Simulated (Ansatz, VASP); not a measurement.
# AlOs in two plane-wave programs

Wanted: the spread between two codes on one cell, functional and k mesh. The cell is taken from a series of runs on this material, whose earlier steps may have relaxed, scaled, displaced or heated it; both programs get it as it stands.

Main program and level: Ansatz 0.2.0; plane waves, with VASP 6.6.1 beside it; relaxation of cell and atoms at PBEsol and zone-centre phonons at PBEsol.

**1. The starting structure**

Symmetry: Pm-3m, No. 221, cubic system. The conventional cell has a = 2.998 Å, b = 2.998 Å, c = 2.998 Å, α = 90.00°, β = 90.00°, γ = 90.00°. Nearest to Al lie 8 Os at 2.60 Å. Nearest to Os lie 8 Al at 2.60 Å. Farther neighbours are not listed.

**2. Ansatz: relaxation of cell and atoms, PBEsol, pair 1**

Ansatz runs on its default PAW (the set named soft_2) files.

The relaxed volume is the usual yardstick between codes: in a stiff, nearly cubic crystal its relative difference is about their pressure difference at one cell divided by the bulk modulus.

Contents of input.yaml:

```yaml
crystal:
  lattice:
    - [2.99791198, 0.0, 0.0]
    - [0.0, 2.99791198, 0.0]
    - [0.0, 0.0, 2.99791198]
  atoms:
    - { symbol: Al, position: [0.0, 0.0, 0.0] }
    - { symbol: Os, position: [0.5, 0.5, 0.5] }
kpoints:
  mp_grid: { grid: [12, 12, 12] }
hamiltonian:
  xc: pbesol
scf:
  occupations: { method: gaussian, width: 0.1 }
output:
  forces: true
  stress: true
  eigenvalues: true
  write_density: true
  write_potential: true
  elf: true
  volumetric_format: npy
relax:
  adjacent_minimum: "off"
  f_tol: 0.005
  max_steps: 80
  cell: { stress_tol: 0.05 }
```

Launch:

```sh
$ ansatz run input.yaml --threads 4 --pin off --max-ram 7168MiB --backend cpu --events-out ev --progress --plain --runs-dir out
```

Numbers of over 12 decimals in the logs are rounded to 6 here.

The program printed:

```text
Engine: ansatz 0.2.0, aarch64-unknown-linux-gnu
Pseudopotentials: kind: paw
Pseudopotential: Al, paw, valence charge 3, recommended cutoff 420 eV (normal), Al.paw.azcp
Pseudopotential: Os, paw, valence charge 16, recommended cutoff 420 eV (normal), Os.paw.azcp
Functional definition: PBEsol
  exchange = pbesol_x
  correlation = pbesol_c
Crystal: 2 atoms, lattice volume = 26.944 Å³
Basis set: ecut = 420 eV, 515 PW (Γ), exchange–correlation on 48×48×48 points (8 copies of the dense FFT grid, shifted against one another)
Bands: 14, of which v1, the nominal top of the filled ones, is band 10 counted from 1 (9 counted from 0)
Symmetry: 48 space group operations
Space group: Pm-3m (ITA 221), of the structure as read, at distance tolerance 3.0e-5 Å
k-points: 84 of 1728
Non-local potential: Al, projectors of the file, l = 0: 2, l = 1: 2, l = 2: 1
Non-local potential: Os, projectors of the file, l = 0: 3, l = 1: 2, l = 2: 2, l = 3: 1
PAW form: soft (Blöchl's): semilocal exchange-correlation on the pseudo side does not see the compensation charge
PAW frozen core: Al, regenerated for the run's functional, and the local potential with it (the file was generated under x = pbe(κ = 0.804, μ = 0.219515), c = pbe(β = 0.066725))
PAW frozen core: Os, regenerated for the run's functional, and the local potential with it (the file was generated under x = pbe(κ = 0.804, μ = 0.219515), c = pbe(β = 0.066725))
PAW one-centre angular grid: Al, 110 points (default); XC on 64 Gauss nodes
PAW one-centre angular grid: Os, 590 points (default); XC on 64 Gauss nodes
Initial density: superposition of atomic densities (neutral atoms: chi_scale 0, normalization atom), corrected by the library's trained network
Initial wavefunctions: pseudopotential atomic-orbital guess
Functional: x = pbesol(κ = 0.804, μ = 0.123457), c = pbesol(β = 0.046)
SCF iter   1: F=—  HF=-11776.329214 eV  |F-HF|=—  |Δ(HF+E_count)|=         —  Δρ=5.73e-3  dr2=5.68e-3  ethr=1.77e-3  ⟨swp⟩=4.3  Hψ=5578  notcnv=0
preconditioner: auto → none  [metal: Δε(μ)=0.026 eV  Ē_g=9.349 eV  σ=0.100 eV  W_gap=0.15  n_scr=6 (ndim 8)  ℏωp=23.7 eV  f_vac=0.000  D(μ)=1.25/eV (n_scr^D=6)  sad-step TF]
SCF iter   2: F=—  HF=-11776.328664 eV  |F-HF|=—  |Δ(HF+E_count)|=   5.51e-4  Δρ=3.33e-3  dr2=2.28e-3  ethr=2.99e-5  ⟨swp⟩=1.0  Hψ=1848  notcnv=0
SCF iter   3: F=—  HF=-11776.328121 eV  |F-HF|=—  |Δ(HF+E_count)|=   5.43e-4  Δρ=2.50e-4  dr2=4.20e-6  ethr=1.20e-5  ⟨swp⟩=2.1  Hψ=1438  notcnv=0
SCF iter   4: F=—  HF=-11776.328103 eV  |F-HF|=—  |Δ(HF+E_count)|=   1.81e-5  Δρ=1.97e-5  dr2=7.61e-8  ethr=2.21e-8  ⟨swp⟩=2.3  Hψ=1624  notcnv=0
iter 5 did not close the SCF: its close was put off for the readings that it lacked (scf_convergence_deferred on its scf_iter line)
SCF iter   5: F=-11776.328103 eV  HF=-11776.328103 eV  |F-HF|=1.16e-9  |Δ(HF+E_count)|=  3.22e-10  Δρ=2.28e-6  dr2=1.35e-9  ethr=4.00e-10  ⟨swp⟩=2.3  Hψ=1592  notcnv=0
SCF iter   6: F=-11776.328103 eV  HF=-11776.328103 eV  |F-HF|=0.00e0  |Δ(HF+E_count)|=  3.71e-10  Δρ=2.17e-7  dr2=8.62e-12  ethr=7.09e-12  ⟨swp⟩=4.8  Hψ=5763  notcnv=0
SCF 1 converged in 6 iterations: F = -11776.328103 eV  dr2 = 8.62e-12
  greatest PAW one-centre occupation: 1.000 electrons in one spin orbital (limit 2), on the Os atom at site 1 (counted from 0), in its partial waves of l = 0
relax step   1: F+E_penalty+E_count = -11776.32810272 eV  Δ(F+E_penalty+E_count) = +0.000e0 eV  max|allowed force component| = 4.360e-29 eV/Å  Δτ_max = 0.0000 Å  P = -1.356 GPa  Ω = 26.944 Å³  (6 SCF iters, accepted)
[...]
relax step   2: F+E_penalty+E_count = -11776.32864684 eV  Δ(F+E_penalty+E_count) = -5.441e-4 eV  max|allowed force component| = 4.470e-30 eV/Å  Δτ_max = 0.0000 Å  P = +0.709 GPa  Ω = 26.722 Å³  energy of the carried Pulay correction = +8.609e-5 eV  (6 SCF iters, dr2 threshold 2.00e-7 eV, accepted)
[...]
relax step   3: F+E_penalty+E_count = -11776.32878257 eV  Δ(F+E_penalty+E_count) = -1.357e-4 eV  max|allowed force component| = 2.687e-30 eV/Å  Δτ_max = 0.0000 Å  P = -0.007 GPa  Ω = 26.798 Å³  energy of the carried Pulay correction = +5.662e-5 eV  (6 SCF iters, dr2 threshold 2.00e-7 eV, accepted)
[...]
relax step   4: F+E_penalty+E_count = -11776.32872120 eV  Δ(F+E_penalty+E_count) = +6.137e-5 eV  max|allowed force component| = 8.932e-30 eV/Å  Δτ_max = 0.0000 Å  P = -0.007 GPa  Ω = 26.798 Å³  stress off target by 6.84e-3 GPa  SCF on the basis re-selected at this cell (its energy is not comparable with the rows above)  (7 SCF iters)
basis re-selected at this cell: Δ(F+E_penalty+E_count) = +6.137e-5 eV, ΔP = -0.000 GPa vs the last step (what re-selecting the basis moved, of the pressure what is left beyond the Pulay correction that the steps carried, after the strain that the cell walked since its last selection, with what the two solves' SCF thresholds leave and, on support functions, any second-order correction that the steps lacked; it is no m [...]
SCF converged after 7 iterations
Free energy (F): -11776.328721 eV
Harris-Foulkes:  -11776.328721 eV  (|F-HF|=3.64e-12)
Internal energy: -11776.322287 eV  (E = F + TS)
E sigma→0 (E₀):  -11776.325504 eV
Entropy (-TS):   -0.006434 eV (-3.217 meV/atom)
Fermi energy:    17.585591 eV
--- Per-component energies (eV) ---
  E_band       = -141.438538
  E_kinetic    = 592.232815
  E_local      = -1275.027314  (includes V_loc(G=0)·N_el)
  E_nonlocal   = 11.534033
  E_hartree    = 531.151007
  E_xc         = -306.803353
  E_vxc        = -315.707577  (∫ρ·V_xc dr)
  E_paw        = -9335.447121  (= ΣΔE_a)
  E_vpaw       = -216.772429  (= ΣTr[D̂ρ^β])
  E_aug_tail   = -0.000080  (compensation charges beyond the density's cutoff)
  E_ewald      = -1994.229346
  E_core_change = 0.267072  (= ΣΔE_core)
  E_smearing   = -0.006434  (= −TS)
  E_closure    = 0.000000  (closes the sum)
  Σ components = -11776.328721   (vs F -11776.328721, Δ=0.00e0)
--- Forces (eV/Å), atoms counted from 1 ---
  atom   1  Al    -0.00000000     0.00000000    -0.00000000
  atom   2  Os     0.00000000     0.00000000     0.00000000
  max |Σ_I F_I| component: 1.79e-29 eV/Å
--- Stress (GPa, compression-positive) ---
       -0.006841      -0.000000       0.000000
       -0.000000      -0.006841      -0.000000
        0.000000      -0.000000      -0.006841
  P = ⅓ Tr σ = -0.0068 GPa (-0.068 kbar)
--- Band table (eV; the first three rows and the last of 84) ---
  k-point 0: bands = [... 6 lower, 13.3534, 18.0043, 18.0043, 18.0043, 23.1569, 23.1569, 23.1569, 29.0912]
  k-point 1: bands = [... 6 lower, 13.4096, 17.7723, 17.7723, 18.0263, 22.5583, 23.4826, 23.4826, 28.6295]
  k-point 2: bands = [... 6 lower, 13.5535, 17.2374, 17.2374, 18.0872, 21.3896, 24.2961, 24.2961, 27.5763]
  k-point 83: bands = [... 6 lower, 12.3037, 19.7812, 19.9132, 19.9132, 21.0883, 21.0883, 21.0883, 26.2699]
--- Relaxed structure (3 steps of the walk, 3 accepted, 1 SCFs on fresh bases) ---
  F+E_penalty+E_count = -11776.32872120 eV   max|allowed force component| = 8.932e-30 eV/Å   (the final SCF, on the basis selected at the relaxed cell)
  cell:  # Å, volume = 26.7978 Å³
    - [2.992492, 0, 0]
    - [0, 2.992492, 0.0]
    - [0, 0.0, 2.992492]
  atoms:
    - { symbol: Al, position: [0, 0, 0] }
    - { symbol: Os, position: [0.5, 0.5, 0.5] }
```

Reading the cycles: dr2 is the Hartree energy of the density residual (eV), the measure of convergence; HF is the Harris–Foulkes estimate of the energy, which meets the free energy F at convergence.

**3. VASP: relaxation of cell and atoms, PBEsol, pair 1**

The same cell, functional, mesh and smearing now go to VASP, with its own data sets.

Lines of VASP's logs that name or quote its potential files are left out, and so is its time.

Contents of INCAR:

```
SYSTEM = AlOs
PREC = Accurate
ENCUT = 600
EDIFF = 1E-07
NELM = 120
ISMEAR = 0
SIGMA = 0.1
LREAL = .FALSE.
ALGO = Normal
GGA = PS
NBANDS = 11
LASPH = .TRUE.
LORBIT = 11
LWAVE = .FALSE.
LCHARG = .FALSE.
ISIF = 3
IBRION = 2
NSW = 80
EDIFFG = -0.005
GGA_COMPAT = .FALSE.
NELMIN = 4
KPAR = 2
```

Contents of POSCAR:

```
AlOs
1.0
    2.9979120000      0.0000000000      0.0000000000
    0.0000000000      2.9979120000      0.0000000000
    0.0000000000      0.0000000000      2.9979120000
Al Os
1 1
Direct
    0.0000000000      0.0000000000      0.0000000000
    0.5000000000      0.5000000000      0.5000000000
```

Contents of KPOINTS:

```
Automatic mesh
0
Gamma
12 12 12
0 0 0
```

The projector-augmented-wave data sets are Al and Os (PBE family, release 64).

Launch:

```sh
$ mpirun -np 2 vasp_std
```

The program printed:

```text
[banner, memory and clock lines left out]
running    2 mpi-ranks, on    1 nodes
 distrk:  each k-point on    1 cores,    2 groups
 distr:  one band on    1 cores,    1 groups

 POSCAR found type information on POSCAR AlOs
 POSCAR found :  2 types and       2 ions
|                                                                             |
|               ----> ADVICE to this user running VASP <----                  |
|                                                                             |
|     You enforced a specific xc type in the INCAR file but a different       |
|     [... a line on the potential file left out ...]
|     I HOPE YOU KNOW WHAT YOU ARE DOING!                                     |
|                                                                             |

 LDA part: xc-table for (Slater+PW92), standard interpolation
 POSCAR, INCAR and KPOINTS ok, starting setup
 FFT: planning ... GRIDC
 FFT: planning ... GRID_SOFT
 FFT: planning ... GRID
 WAVECAR not read
 entering main loop
       N       E                     dE             d eps       ncg     rms          rms(c)
DAV:   1     0.468647181897E+02    0.46865E+02   -0.49428E+03  1856   0.923E+02
DAV:   2    -0.149759557708E+02   -0.61841E+02   -0.56382E+02  1889   0.232E+02
DAV:   3    -0.179222093057E+02   -0.29463E+01   -0.28653E+01  2296   0.442E+01
DAV:   4    -0.179557922137E+02   -0.33583E-01   -0.33556E-01  2069   0.539E+00
DAV:   5    -0.179563166799E+02   -0.52447E-03   -0.52444E-03  2279   0.670E-01    0.151E+01
DAV:   6    -0.171797591335E+02    0.77656E+00   -0.26556E+00  2373   0.125E+01    0.417E+00
DAV:   7    -0.171196675416E+02    0.60092E-01   -0.66944E-02  1953   0.206E+00    0.238E+00
DAV:   8    -0.170955100772E+02    0.24157E-01   -0.17072E-02  2085   0.881E-01    0.309E-01
DAV:   9    -0.170954975983E+02    0.12479E-04   -0.34831E-04  2200   0.167E-01    0.121E-01
DAV:  10    -0.170954942802E+02    0.33181E-05   -0.33231E-05  2146   0.367E-02    0.804E-03
DAV:  11    -0.170954941267E+02    0.15348E-06   -0.83436E-07  2145   0.885E-03    0.684E-03
DAV:  12    -0.170954938288E+02    0.29789E-06   -0.20555E-07  1346   0.325E-03    0.263E-03
DAV:  13    -0.170954938920E+02   -0.63168E-07   -0.16249E-08  1080   0.176E-03
   1 F= -.17095494E+02 E0= -.17092259E+02  d E =-.170955E+02
 curvature:   0.00 expect dE= 0.000E+00 dE for cont linesearch  0.000E+00
 trial: gam= 0.00000 g(F)=  0.000E+00 g(S)=  0.141E-02 ort = 0.000E+00 (trialstep = 0.100E+01)
 search vector abs. value=  0.141E-02
 bond charge predicted
       N       E                     dE             d eps       ncg     rms          rms(c)
DAV:   1    -0.171001885791E+02   -0.46948E-02   -0.94419E-02  1890   0.228E+00    0.847E-01
DAV:   2    -0.170947941617E+02    0.53944E-02   -0.22121E-02  2335   0.124E+00    0.667E-02
DAV:   3    -0.170947472133E+02    0.46948E-04   -0.42876E-04  1902   0.168E-01    0.340E-02
DAV:   4    -0.170947262785E+02    0.20935E-04   -0.74784E-05  2037   0.515E-02    0.882E-03
DAV:   5    -0.170947289033E+02   -0.26248E-05   -0.55952E-06  2184   0.222E-02    0.872E-03
DAV:   6    -0.170947304351E+02   -0.15317E-05   -0.12018E-06  1992   0.857E-03    0.443E-04
DAV:   7    -0.170947304457E+02   -0.10637E-07   -0.18981E-08  1050   0.131E-03
   2 F= -.17094730E+02 E0= -.17091541E+02  d E =0.763446E-03
 trial-energy change:    0.000763  1 .order    0.000785   -0.001406    0.002976
 step:   0.3274(harm=  0.3208)  dis= 0.00000  next Energy=   -17.095725 (dE=-0.231E-03)
 bond charge predicted
       N       E                     dE             d eps       ncg     rms          rms(c)
DAV:   1    -0.170982294856E+02   -0.34991E-02   -0.42713E-02  1890   0.153E+00    0.561E-01
DAV:   2    -0.170957617419E+02    0.24677E-02   -0.10394E-02  2340   0.846E-01    0.451E-02
DAV:   3    -0.170957385440E+02    0.23198E-04   -0.19350E-04  1902   0.112E-01    0.261E-02
DAV:   4    -0.170957259239E+02    0.12620E-04   -0.35192E-05  2034   0.353E-02    0.607E-03
DAV:   5    -0.170957262282E+02   -0.30436E-06   -0.23700E-06  2190   0.149E-02    0.560E-03
DAV:   6    -0.170957264701E+02   -0.24190E-06   -0.56965E-07  1968   0.575E-03    0.261E-04
DAV:   7    -0.170957264675E+02    0.25979E-08   -0.93391E-09   966   0.909E-04
   3 F= -.17095726E+02 E0= -.17092506E+02  d E =-.232576E-03
 curvature:  -0.16 expect dE=-0.286E-07 dE for cont linesearch -0.286E-07
 trial: gam= 0.00000 g(F)=  0.465E-67 g(S)=  0.179E-06 ort =-0.158E-04 (trialstep = 0.865E+00)
 search vector abs. value=  0.179E-06
 reached required accuracy - stopping structural energy minimisation
```

From OUTCAR (step 3):

```text
ion  position               nearest neighbor table
   1  0.000  0.000  0.000-   2 2.60   2 2.60   2 2.60   2 2.60   2 2.60   2 2.60   2 2.60   2 2.60

  LATTYP: Found a simple cubic cell.
 ALAT       =     2.9979120000

 Subroutine GETGRP returns: Found 48 space group operations
 (whereof 48 operations were pure point group operations)

The static configuration has the point symmetry O_h .

 Found     84 irreducible k-points:

   k-points           NKPTS =     84   k-points in BZ     NKDIM =     84   number of bands    NBANDS=     11

   dimension x,y,z NGX =    24 NGY =   24 NGZ =   24
   dimension x,y,z NGXF=    48 NGYF=   48 NGZF=   48

   ENCUT  =  600.0 eV  44.10 Ry    6.64 a.u.   5.99  5.99  5.99*2*pi/ulx,y,z

   NELECT =      11.0000    total number of electrons

 k-points in reciprocal lattice and weights: Automatic mesh
   0.00000000  0.00000000  0.00000000       0.001
   0.08333333  0.00000000  0.00000000       0.003
   0.16666667  0.00000000  0.00000000       0.003
   0.25000000  0.00000000  0.00000000       0.003
   0.33333333  0.00000000  0.00000000       0.003
   0.41666667  0.00000000  0.00000000       0.003
   0.50000000  0.00000000  0.00000000       0.002
   0.08333333  0.08333333  0.00000000       0.007
   0.16666667  0.08333333  0.00000000       0.014
[...]
0.50000000  0.50000000  0.41666667       0.003
   0.50000000  0.50000000  0.50000000       0.001

 average (electrostatic) potential at core
       1 -69.9850       2 -42.1234

 E-fermi :   8.9395

 k-point     1 :       0.0000    0.0000    0.0000
  band No.  band energies     occupation
      1      -2.0268      2.00000
      2       4.7230      2.00000
      3       4.7230      2.00000
      4       9.3558      0.00000
      5       9.3558      0.00000
      6       9.3558      0.00000
      7      14.5650      0.00000
      8      14.5650      0.00000
    ...

 k-point     2 :       0.0833    0.0000    0.0000
  band No.  band energies     occupation
      1      -1.8837      2.00000
      2       4.7752      2.00000
      3       4.7782      2.00000
      4       9.1258      0.00842
      5       9.1258      0.00842
      6       9.3776      0.00000
      7      13.9579      0.00000
      8      14.8892      0.00000
    ...

 k-point     3 :       0.1667    0.0000    0.0000
  band No.  band energies     occupation
      1      -1.4647      2.00000
      2       4.8812      2.00000
      3       4.9230      2.00000
      4       8.5943      2.00000
      5       8.5943      2.00000
      6       9.4381      0.00000
      7      12.7766      0.00000
      8      15.7027      0.00000
      9      15.7027      0.00000
     10      19.0518      0.00000
    ...

  Total        0.0015711      0.0015711      0.0015711     -0.0000000      0.0000000     -0.0000000
  in kB        0.0937337      0.0937337      0.0937337     -0.0000000      0.0000000     -0.0000000
  external PRESSURE =       0.0937337 kB  Pullay stress =       0.0000000 kB

  energy-cutoff  :      600.00
  volume of cell :       26.85
      direct lattice vectors                 reciprocal lattice vectors
     2.994612667 -0.000000000 -0.000000000     0.333933003 -0.000000000  0.000000000
     0.000000000  2.994612667 -0.000000000     0.000000000  0.333933003  0.000000000
    -0.000000000  0.000000000  2.994612667     0.000000000  0.000000000  0.333933003

 POSITION                                       TOTAL-FORCE (eV/Angst)
 -----------------------------------------------------------------------------------
      0.00000      0.00000      0.00000         0.000000      0.000000      0.000000
      1.49731      1.49731      1.49731        -0.000000      0.000000      0.000000
 -----------------------------------------------------------------------------------
    total drift:                                0.000000     -0.000000     -0.000000

  FREE ENERGIE OF THE ION-ELECTRON SYSTEM (eV)
  ---------------------------------------------------
  free  energy   TOTEN  =       -17.0957264675 eV

  energy  without entropy=      -17.0892862628  energy(sigma->0) =      -17.09250637

 reached required accuracy - stopping structural energy minimisation

 total charge
# of ion       s       p       d       tot
------------------------------------------
    1        0.378   0.440   0.000   0.818
    2        0.608   0.604   6.243   7.455
--------------------------------------------------
tot          0.985   1.045   6.243   8.273

[... 3 further parts left out ...]
```

CONTCAR:

```
AlOs
   1.00000000000000
     2.9946126666013604   -0.0000000000000000   -0.0000000000000000
     0.0000000000000000    2.9946126666013604   -0.0000000000000000
    -0.0000000000000000    0.0000000000000000    2.9946126666013604
  Al              Os
     1     1
Direct
     0.0000000000000000    0.0000000000000000    0.0000000000000000
     0.5000000000000000    0.5000000000000000    0.5000000000000000
```

The run keeps the 48 symmetry operations of its start, so it cannot find a distortion of lower symmetry.

**4. Differences**

Known differences besides the potentials themselves: the data sets hold 19 valence electrons in Ansatz (on its default PAW (the set named soft_2) files) and 11 in VASP; the cutoff is 420 eV in Ansatz and 600 eV in VASP; Ansatz makes its cores anew for this functional, VASP keeps those of its PBE data sets; Ansatz adds a Pulay correction to the stress that steers its cell, VASP none. Total energies have different zeros and are not compared.

The two programs side by side:

```tsv
quantity	Ansatz	VASP	difference
volume (Å³)	26.80	26.85	-0.21 %
edge a after relaxation, in the typed setting (Å)	2.993	2.995	-0.07 %
```

[end of part 1 of 2]

[Lines on the potential files, build, host, timing and source positions are cut from VASP's logs without a mark.]

[Logs are printed without paths, hosts, clocks, repeated set-up lines and the standing remarks that a program may print on its own settings, such as how far it seeks lower states.]

[Hosts, paths, dates, database ids (printed as entryN), source tags and the programs' standing remarks are cut or masked in the printed files.]
